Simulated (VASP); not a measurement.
Consider the following.

```yaml
crystal:
  lattice:
    - [1.31941, -2.28528, 0.00000]
    - [1.31941, 2.28528, 0.00000]
    - [0.00000, 0.00000, 4.63744]
  atoms:
    - { symbol: Zn, position: [0.33333, 0.66667, 0.25000] }
    - { symbol: Zn, position: [0.66667, 0.33333, 0.75000] }
```

The numbers are results of PBEsol GGA, VASP's PBE PAW potentials (set 64) (plane waves; VASP), not measurements. Numerical set-up: 480 eV cut-off, 14×14×8 Γ-centred mesh, first-order Methfessel-Paxton smearing of 0.10 eV, potentials Zn.

Q: Predict the energy per atom (σ→0), band gap (on the k-mesh) with the smallest direct gap where there is one.

A: 
The band gap (on the k-mesh) is none (metal, semimetal or under 0.01 eV). The energy per atom (σ→0) is -1.587 eV/atom.

The absolute energy has meaning only against runs of the same code, potentials and settings.

The compound is Zn in the hcp structure. It was relaxed first, which changed the volume by -8 %.
